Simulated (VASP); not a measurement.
Output of a VASP run:

OSZICAR:
```
       N       E                     dE             d eps       ncg     rms          rms(c)
DAV:   1     0.197963978870E+03    0.19796E+03   -0.12643E+04  5915   0.196E+03
DAV:   2     0.791986831322E+01   -0.19004E+03   -0.18613E+03  6468   0.429E+02
DAV:   3    -0.104041537098E+02   -0.18324E+02   -0.17688E+02  7286   0.115E+02
DAV:   4    -0.109212809042E+02   -0.51713E+00   -0.51362E+00  7256   0.193E+01
DAV:   5    -0.109313254303E+02   -0.10045E-01   -0.10038E-01  8324   0.279E+00    0.892E+00
DAV:   6    -0.107625325585E+02    0.16879E+00   -0.21732E-01  8740   0.633E+00    0.542E+00
DAV:   7    -0.107176790470E+02    0.44854E-01   -0.17497E-01  8112   0.395E+00    0.569E-01
DAV:   8    -0.107154111249E+02    0.22679E-02   -0.19699E-02  7218   0.169E+00    0.229E-01
DAV:   9    -0.107152449936E+02    0.16613E-03   -0.13108E-03  7030   0.253E-01    0.791E-02
DAV:  10    -0.107152438365E+02    0.11571E-05   -0.13766E-04  7614   0.110E-01    0.271E-02
DAV:  11    -0.107152454125E+02   -0.15760E-05   -0.88737E-06  7041   0.222E-02    0.502E-03
DAV:  12    -0.107152459364E+02   -0.52391E-06   -0.71610E-07  3935   0.757E-03
   1 F= 0.37018828E+01 E0= 0.37017898E+01  d E =0.370188E+01
```

File OUTCAR:
```
------------------------ aborting loop because EDIFF is reached ----------------------------------------
  FORCE on cell =-STRESS in cart. coord.  units (eV):
  Direction    XX          YY          ZZ          XY          YZ          ZX
  --------------------------------------------------------------------------------------
  Total       14.4252236     14.4238271     14.4522378      0.0000000      0.0006676      0.0000000
  in kB      450.2526648    450.2090744    451.0958538      0.0000000      0.0208383      0.0000000
  external PRESSURE =       0.5191977 kB  Pullay stress =     450.0000000 kB
  volume of cell :       51.33
      direct lattice vectors                 reciprocal lattice vectors
     1.698675195 -2.942287402  0.000000000     0.294347031 -0.169935812  0.000000000
     1.698675195  2.942287402  0.000000000     0.294347031  0.169935812  0.000000000
     0.000000000  0.000000000  5.135129645     0.000000000  0.000000000  0.194737050
 POSITION                                       TOTAL-FORCE (eV/Angst)
 -----------------------------------------------------------------------------------
      0.00000      0.00000      0.00000        -0.000000      0.000000     -0.000000
      1.69868      0.98076      1.62647         0.000000      0.000111      0.006790
      1.69868     -0.98076      3.50866         0.000000     -0.000111     -0.006790
 -----------------------------------------------------------------------------------
    total drift:                                0.000000     -0.000000      0.000000
  FREE ENERGIE OF THE ION-ELECTRON SYSTEM (eV)
  ---------------------------------------------------
  free  energy   TOTEN  =       -10.7152459364 eV

  energy  without entropy=      -10.7155249438  energy(sigma->0) =      -10.71533894
  enthalpy is  TOTEN    =         3.7018828164 eV   P V=       14.4171287527

 reached required accuracy - stopping structural energy minimisation
```
(Selected blocks of OUTCAR.)

POSCAR:
```
SnSe2
1
    1.6986751954    -2.9422874020     0.0000000000
    1.6986751954     2.9422874020    -0.0000000000
   -0.0000000000    -0.0000000000     5.1351296446
Sn Se
1 2
Direct
  0.0000000000   0.0000000000   0.0000000000
  0.3333330000   0.6666670000   0.3167343135
  0.6666670000   0.3333330000   0.6832656865
```

### Question
Reconstruct the remaining input files.

### Answer
Several could match; the one computed here: the input of the run itself, PBEsol GGA, plane waves, VASP's PBE PAW potentials (set 64).

**KPOINTS**
```
K-points
0
Gamma
  10 10 6
0 0 0
```

**INCAR**
```
# general
SYSTEM =SnSe2
PREC   =Accurate
ENCUT  =500
LREAL  =.False.
LASPH  =.True.

# electronic loop
EDIFF  =1E-6
NELM   =100
ALGO   =Normal
LMAXMIX=4

# smearing
ISMEAR =1
SIGMA  =0.1

# functional
GGA    =PS

# ions
IBRION =2
NSW    =40
ISIF   =3
EDIFFG =-0.02
PSTRESS=450

# output
LWAVE  =.False.
LCHARG =.False.
```

POTCAR, in this order: Sn_d Se (PBE.64 set). Program: vasp_std.

Without a dispersion term in the relaxation, distances and binding between the weakly bound layers, chains or molecules are unreliable, and so is what depends on them.

The compound is SnSe2 in the 1T layered structure. It was relaxed first under an external pressure of 45 GPa.
